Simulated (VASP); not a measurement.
The input files of a VASP run:

KPOINTS:
```
Automatic mesh
0
Gamma
9 9 9
0 0 0
```

INCAR:
```
LORBIT  =  10
SYSTEM  =  NiO
NELM  =  100
ENCUT  =  620
NSW  =  40   ! most ionic steps
PREC  =  Accurate
SIGMA  =  0.05   ! width (eV)
LWAVE  =  .FALSE.
EDIFFG  =  -0.02   ! ionic stop
IBRION  =  2
ISPIN  =  2   ! spin-polarised
ISMEAR  =  0
EDIFF  =  1E-6   ! SCF stop (eV)
MAGMOM  =  1.1 -1.1 2*0.0
LMAXMIX  =  4
ISIF  =  3
ALGO  =  Normal   ! blocked Davidson
LCHARG  =  .FALSE.
PSTRESS  =  100   ! kbar
LASPH  =  .TRUE.
LREAL  =  .FALSE.
```

POSCAR:
```
NiO
1.0
  3.9976104991   1.9857185886   1.9857185886
  1.9857185886   3.9976104991   1.9857185886
  1.9857185886   1.9857185886   3.9976104991
Ni O
2 2
Cart
  0.0000000000   0.0000000000   0.0000000000
  3.9845238381   3.9845238381   3.9845238381
  1.9922619191   1.9922619191   1.9922619191
  5.9767857572   5.9767857572   5.9767857572
```

POTCAR, in this order: Ni O (LDA.64 set). Program: vasp_std.

Write an equivalent input for Ansatz.

One equivalent input (not run):
Ansatz 0.2 input:
```yaml
crystal:
  lattice:
    - [3.9976105, 1.9857186, 1.9857186]
    - [1.9857186, 3.9976105, 1.9857186]
    - [1.9857186, 1.9857186, 3.9976105]
  atoms:
    - { symbol: Ni, position: [0.0000000, 0.0000000, 0.0000000], spin: 1.1 }
    - { symbol: Ni, position: [0.5000000, 0.5000000, 0.5000000], spin: -1.1 }
    - { symbol: O, position: [0.2500000, 0.2500000, 0.2500000] }
    - { symbol: O, position: [0.7500000, 0.7500000, 0.7500000] }
kpoints:
  mp_grid: { grid: [9, 9, 9] }
hamiltonian:
  xc: lda
  pseudopotentials: { kind: paw }
magnetization: { spin_polarized: true }
scf:
  occupations: { method: gaussian, width: 0.05 }
  max_iter: 100
relax:
  max_steps: 40
  f_tol: 0.02
  cell: { p_target: 10 }
output: { forces: true, stress: true, eigenvalues: true }
```
Limits of the translation: each code has its own PAW files, so the cut-off isn't converted (ENCUT is set for VASP's; basis.ecutwfc is left out, and Ansatz then takes the one that its files recommend); Ansatz stops its SCF on the density residual and VASP on the energy change (EDIFF); Ansatz's lda is the Perdew-Wang form, while the LDA potentials of VASP carry Perdew-Zunger's.

The compound is NiO in the rock salt, AFM-II order structure. It was relaxed first under an external pressure of 10 GPa.
